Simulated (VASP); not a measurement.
# BeGa3 (P1) in VASP: reference runs

How does BeGa3 come out in PBE? The cell is run as given.

Program: VASP 6.6.1. These are calculated values, not measurements. Logs are shortened: lines on timing, memory, paths and dates and some standing lists are left out, and cuts for length are marked.

## (1) The cell of the first run

The typed cell holds 4 atoms: a = 4.767 Å, b = 4.767 Å, c = 4.767 Å, α = 129.23°, β = 129.23°, γ = 74.65°.

The cell comes from a database or a generator and needn't be the stable form of this composition.

## (2) Single point, PBE (all atoms moved at random, sigma 0.25 Å a component)

INCAR

```
PREC     = Accurate       # precision mode
ENCUT    = 520            # plane-wave cutoff, eV
EDIFF    = 1E-7           # SCF threshold, eV
ISMEAR   = -1             # smearing method
SIGMA    = 0.05           # smearing width, eV
LREAL    = F              # projectors in reciprocal space
LASPH    = T              # aspherical terms in the spheres
NELM     = 100            # most SCF steps
ALGO     = Normal         # electronic algorithm
ISIF     = 2              # what is computed and relaxed
LWAVE    = F              # write WAVECAR
LCHARG   = T              # write CHGCAR
GGA      = PE             # functional
LELF     = T              # ELF
LVHAR    = T            
NBANDS   = 28             # bands
```

KPOINTS

```
Automatic mesh
0
Gamma
  7 7 9
```

POSCAR

```
BeGa3
1.0
   -2.0436200000      2.0436200000      3.7906850000
    2.0436200000     -2.0436200000      3.7906850000
    2.0436200000      2.0436200000     -3.7906850000
Be Ga
1 3
Direct
    0.9880135200      0.0831894400      0.9789798800
    0.8205529800      0.2079576300      0.6149320800
    0.2163539900      0.7159186000      0.4346381500
    0.4750795100      0.4929343400      0.9714498800
```

Potentials or basis: VASP PAW PBE potentials, release 64 (Be, Ga_d).

Run with:

```bash
$ cat potpaw_PBE.64/Be/POTCAR potpaw_PBE.64/Ga_d/POTCAR > POTCAR
$ mpirun -np 1 vasp_std > vasp.out
```

OUTCAR:

```text
PREC = Accurate
   ENCUT = 520
   EDIFF = 1E-7
   ISMEAR = -1
   LREAL = F
   LASPH = T
   NELM = 100
   ISIF = 2
   GGA = PE

 ion  position               nearest neighbor table
   1  0.988  0.083  0.979-   2 1.82   3 2.34
   2  0.821  0.208  0.615-   1 1.82   3 2.41   4 2.62   3 2.64   4 2.66   4 2.66
   3  0.216  0.716  0.435-   1 2.34   2 2.41   2 2.64   4 2.70   4 2.76   4 2.82   4 2.87
   4  0.475  0.493  0.971-   2 2.62   2 2.66   2 2.66   3 2.70   3 2.76   3 2.82   3 2.87

  LATTYP: Found a body centered tetragonal cell.
 ALAT       =     4.0872400000
 C/A-ratio  =     1.8548874057

  Lattice vectors:

 A1 = (  -2.0436200000,   2.0436200000,   3.7906850000)
 A2 = (   2.0436200000,  -2.0436200000,   3.7906850000)
 A3 = (   2.0436200000,   2.0436200000,  -3.7906850000)

Analysis of symmetry for initial positions (statically):
=====================================================================
 Subroutine PRICEL returns:
 Original cell was already a primitive cell.

 Routine SETGRP: Setting up the symmetry group for a
 body centered tetragonal supercell.

 Subroutine GETGRP returns: Found  1 space group operations
 (whereof  1 operations were pure point group operations)
 out of a pool of 16 trial point group operations.

The static configuration has the point symmetry C_1 .

Analysis of symmetry for dynamics (positions and initial velocities):
=====================================================================
 Subroutine PRICEL returns:
 Original cell was already a primitive cell.

 Routine SETGRP: Setting up the symmetry group for a
 body centered tetragonal supercell.

 Subroutine GETGRP returns: Found  1 space group operations
 (whereof  1 operations were pure point group operations)
 out of a pool of 16 trial point group operations.

The dynamic configuration has the point symmetry C_1 .

 Subroutine INISYM returns: Found  1 space group operations
 (whereof  1 operations are pure point group operations),
 and found     1 'primitive' translations

----------------------------------------------------------------------------------------

                                     Primitive cell

  volume of cell :      63.3254

  direct lattice vectors                    reciprocal lattice vectors
    -2.043620000  2.043620000  3.790685000     0.000000000  0.244663881  0.131902282
     2.043620000 -2.043620000  3.790685000     0.244663881  0.000000000  0.131902282
     2.043620000  2.043620000 -3.790685000     0.244663881  0.244663881  0.000000000

  length of vectors
     4.766766008  4.766766008  4.766766008     0.277954360  0.277954360  0.346006978

  position of ions in fractional coordinates (direct lattice)
     0.988013520  0.083189440  0.978979880
     0.820552980  0.207957630  0.614932080
     0.216353990  0.715918600  0.434638150
     0.475079510  0.492934340  0.971449880

  ion indices of the primitive-cell ions
   primitive index   ion index
                 1           1
                 2           2
                 3           3
                 4           4

----------------------------------------------------------------------------------------

 KPOINTS: Automatic mesh

Automatic generation of k-mesh.
 Grid dimensions read from file:
 generate k-points for:    7    7    9

 Generating k-lattice:

  Cartesian coordinates                     Fractional coordinates (reciprocal lattice)
     0.000000000  0.034951983  0.018843183     0.142857143  0.000000000  0.000000000
     0.034951983  0.000000000  0.018843183     0.000000000  0.142857143  0.000000000
     0.027184876  0.027184876  0.000000000     0.000000000  0.000000000  0.111111111

  Length of vectors
     0.039707766  0.039707766  0.038445220

  Shift w.r.t. Gamma in fractional coordinates (k-lattice)
     0.000000000  0.000000000  0.000000000

 -----------------------------------------------------------------------------
|                                                                             |
|           W    W    AA    RRRRR   N    N  II  N    N   GGGG   !!!           |
|           W    W   A  A   R    R  NN   N  II  NN   N  G    G  !!!           |
|           W    W  A    A  R    R  N N  N  II  N N  N  G       !!!           |
|           W WW W  AAAAAA  RRRRR   N  N N  II  N  N N  G  GGG   !            |
|           WW  WW  A    A  R   R   N   NN  II  N   NN  G    G                |
|           W    W  A    A  R    R  N    N  II  N    N   GGGG   !!!           |
|                                                                             |
|     Your reciprocal lattice and k-lattice belong to different lattice       |
|     classes:                                                                |
|                                                                             |
|        The reciprocal lattice is body-centered tetragonal,                  |
|        whereas your k-lattice is base-centered monoclinic.                  |
|                                                                             |
|     Results are often still useful ...                                      |
|                                                                             |
 -----------------------------------------------------------------------------

 WARNING: IBZKPT: internal override: KBLOWUP is changed to .FALSE.
      ... skipping the blow-up phase ...

 Subroutine IBZKPT returns following result:
 ===========================================

 Found    221 irreducible k-points:

 Following reciprocal coordinates:
            Coordinates               Weight
  0.000000  0.000000  0.000000      1.000000
  0.142857  0.000000  0.000000      2.000000
  0.285714  0.000000  0.000000      2.000000
  0.428571  0.000000  0.000000      2.000000
  0.000000  0.142857  0.000000      2.000000
  0.142857  0.142857  0.000000      2.000000
[... 16 lines left out ...]
 -0.428571  0.428571  0.000000      2.000000
 -0.285714  0.428571 -0.000000      2.000000
 [... further k-points ...]
   k-points           NKPTS =    221   k-points in BZ     NKDIM =    221   number of bands    NBANDS=     28
   number of dos      NEDOS =    301   number of ions     NIONS =      4
   total plane-waves  NPLWV =  46656
   dimension x,y,z NGX =    36 NGY =   36 NGZ =   36
   dimension x,y,z NGXF=    72 NGYF=   72 NGZF=   72
   ions per type =               1   3
   NGX,Y,Z   is equivalent  to a cutoff of  12.56, 12.56, 12.56 a.u.
   NGXF,Y,Z  is equivalent  to a cutoff of  25.11, 25.11, 25.11 a.u.
 SYSTEM =  unknown system
   PREC   = accura    normal or accurate (medium, high low for compatibility)
   ISTART =      0    job   : 0-new  1-cont  2-samecut
   ICHARG =      2    charge: 1-file 2-atom 10-const
   ISPIN  =      1    spin polarized calculation?
   LNONCOLLINEAR =      F non collinear calculations
   LSORBIT =      F    spin-orbit coupling
   LASPH  =      T    aspherical Exc in radial PAW
   ENCUT  =  520.0 eV  38.22 Ry    6.18 a.u.   8.86  8.86  8.86*2*pi/ulx,y,z
   NELM   =    100;   NELMIN=  2; NELMDL= -5     # of ELM steps
   EDIFF  = 0.1E-06   stopping-criterion for ELM
   LREAL  =      F    real-space projection
   EDIFFG = 0.1E-05   stopping-criterion for IOM
   NSW    =      0    number of steps for IOM
   IBRION =     -1    ionic relax: 0-MD 1-quasi-New 2-CG
   NFREE  =      0    steps in history (QN), initial steepest desc. (CG)
   ISIF   =      2    stress and relaxation
   ISYM   =      2    0-nonsym 1-usesym 2-fastsym
   POTIM  = 0.5000    time-step for ionic-motion
   TEBEG  =    0.0;   TEEND  =   0.0 temperature during run
   PSTRESS=    0.0 pullay stress
   NELECT =      41.0000    total number of electrons
   NUPDOWN=      -1.0000    fix difference up-down
   EMIN   =  10.00;   EMAX   =-10.00  energy-range for DOS
   EFERMI =   0.00;   METHOD = LEGACY
   ISMEAR =    -1;   SIGMA  =   0.05  broadening in eV -4-tet -1-fermi 0-gaus
   EFERMI_NEDOS =   21; number of points for ismear=-14 and -15
   IALGO  =     38    algorithm
   IMIX   =      4    mixing-type and parameters
     AMIX     =   0.40;   BMIX     =  1.00
     AMIX_MAG =   1.60;   BMIX_MAG =  1.00
  volume/ion in A,a.u.               =      15.83       106.84
  Fermi-wavevector in a.u.,A,eV,Ry     =   1.416262  2.676346 27.290521  2.005797
  Thomas-Fermi vector in A             =   2.537614
   LORBIT       =      0    0 simple, 1 ext, 2 COOP (PROOUT), +10 PAW based schemes
   GGA     = PE    functional components
   LHFCALC =     F    Hartree Fock is set to
   AEXX    =    0.0000 exact exchange contribution
   IVDW    =     0    specifies the selected vdW correction
   LEPSILON=     F    determine dielectric tensor
   LRPA    =     F    only Hartree local field effects (RPA)
 non-spin polarized calculation
  energy-cutoff  :      520.00
  volume of cell :       63.33
 maximum number of plane-waves:      1727
   NGX = 17   NGY = 17   NGZ = 17

 number of electron      41.0000002 magnetization

 Free energy of the ion-electron system (eV)
  ---------------------------------------------------
  ext. energy  EPLUGINS =         0.00000000
  ---------------------------------------------------
  free energy    TOTEN  =        -9.41376355 eV

  energy without entropy =       -9.39960652  energy(sigma->0) =       -9.40668503

 E-fermi :   5.9672     XC(G=0): -10.9882

 val. band max:        5.9665310897   @ k =  -0.2857   0.2857   0.0000
 cond. band min:       5.9786656939   @ k =   0.2857  -0.1429   0.2222
 fundamental gap:      0.0121346042
 Fermi energy:         5.9672009865

 k-point     1 :       0.0000    0.0000    0.0000
  band No.  band energies     occupation
      1      -9.6218      2.00000
      2      -9.6151      2.00000
      3      -9.5080      2.00000
      4      -9.4448      2.00000
      5      -9.4092      2.00000
      6      -9.1897      2.00000
[... 20 lines left out ...]
     27      11.2562      0.00000
     28      11.4516      0.00000

 k-point     2 :       0.1429    0.0000    0.0000
  band No.  band energies     occupation
      1      -9.6215      2.00000
      2      -9.6072      2.00000
      3      -9.5056      2.00000
      4      -9.4616      2.00000
      5      -9.4244      2.00000
      6      -9.1802      2.00000
[... 20 lines left out ...]
     27      10.4425      0.00000
     28      11.1406      0.00000

 k-point     3 :       0.2857    0.0000    0.0000
  band No.  band energies     occupation
      1      -9.6166      2.00000
      2      -9.5910      2.00000
      3      -9.5257      2.00000
      4      -9.4692      2.00000
      5      -9.4491      2.00000
      6      -9.1686      2.00000
[... 20 lines left out ...]
     27      10.8033      0.00000
     28      13.7543      0.00000

 k-point     4 :       0.4286    0.0000    0.0000
  band No.  band energies     occupation
      1      -9.6088      2.00000
      2      -9.5794      2.00000
      3      -9.5467      2.00000
      4      -9.4907      2.00000
      5      -9.4409      2.00000
      6      -9.1658      2.00000
[... 578 lines left out ...]
     27      14.6409      0.00000
     28      15.4246      0.00000

 k-point    23 :      -0.4286    0.4286    0.0000
  band No.  band energies     occupation
      1      -9.6270      2.00000
      2      -9.5884      2.00000
      3      -9.5141      2.00000
      4      -9.4274      2.00000
      5      -9.3830      2.00000
      6      -9.2005      2.00000
[... 20 lines left out ...]
     27      14.6528      0.00000
     28      16.1119      0.00000

 k-point    24 :      -0.2857    0.4286   -0.0000
  band No.  band energies     occupation
      1      -9.6288      2.00000
      2      -9.5860      2.00000
      3      -9.4951      2.00000
      4      -9.4247      2.00000
      5      -9.3944      2.00000
      6      -9.1969      2.00000
[... 20 lines left out ...]
     27      13.8416      0.00000
     28      14.5885      0.00000

 [... further k-points ...]

------------------------ aborting loop because EDIFF is reached ----------------------------------------

  FORCE on cell =-STRESS in cart. coord.  units (eV):
  Direction    XX          YY          ZZ          XY          YZ          ZX
  --------------------------------------------------------------------------------------
  -------------------------------------------------------------------------------------
  Total        3.3852565      6.3583974      6.7975002      1.6211574     -3.5893700     -0.3534332
  in kB       85.6493730    160.8719300    171.9815395     41.0164231    -90.8135871     -8.9421087
  external PRESSURE =     139.5009475 kB  Pullay stress =       0.0000000 kB

 VOLUME and BASIS-vectors are now :
 -----------------------------------------------------------------------------
  energy-cutoff  :      520.00
  volume of cell :       63.33
      direct lattice vectors                 reciprocal lattice vectors
    -2.043620000  2.043620000  3.790685000     0.000000000  0.244663881  0.131902282
     2.043620000 -2.043620000  3.790685000     0.244663881  0.000000000  0.131902282
     2.043620000  2.043620000 -3.790685000     0.244663881  0.244663881  0.000000000

 POSITION                                       TOTAL-FORCE (eV/Angst)
 -----------------------------------------------------------------------------------
      0.15155      3.84978      0.34959         0.226007      4.433180     -4.528187
      0.00478      2.50860      1.56775        -1.437956     -5.616885      4.135860
      1.90916     -0.13269      1.88638         1.246326      1.559412      0.670213
      2.02176      1.94879     -0.01302        -0.034377     -0.375707     -0.277886
 -----------------------------------------------------------------------------------
    total drift:                               -0.000160      0.000273     -0.000089

  FREE ENERGIE OF THE ION-ELECTRON SYSTEM (eV)
  ---------------------------------------------------
  free  energy   TOTEN  =        -9.4137635465 eV

  energy  without entropy=       -9.3996065186  energy(sigma->0) =       -9.40668503
```

Wall time 4.8 min (1 thread of Intel Xeon Platinum 8488C (Sapphire Rapids), shared host); peak memory 0.44 GiB.

What came out:

```
Free energy            : -9.4138 eV
Pressure               : 14.0 GPa
Largest force          : 7.122 eV/Å
Band gap on the k mesh : none (metal or under the smearing width)
```

Forces in eV/Å, atoms in the order of the input:
```
Be   0.226  4.433 -4.528
Ga  -1.438 -5.617  4.136
Ga   1.246  1.559  0.670
Ga  -0.034 -0.376 -0.278
```

Levels at points of the mesh, in eV from the Fermi level:
```tsv
k point	band 19	band 20	band 21	band 22	band 23	band 24
(0.00, 0.00, 0.00)	-1.52	-0.75	-0.17	0.74	0.83	1.26
```

Caveat: forces of over 1 eV/Å show positions far from the minimum, so gaps and moduli don't describe the material at rest.
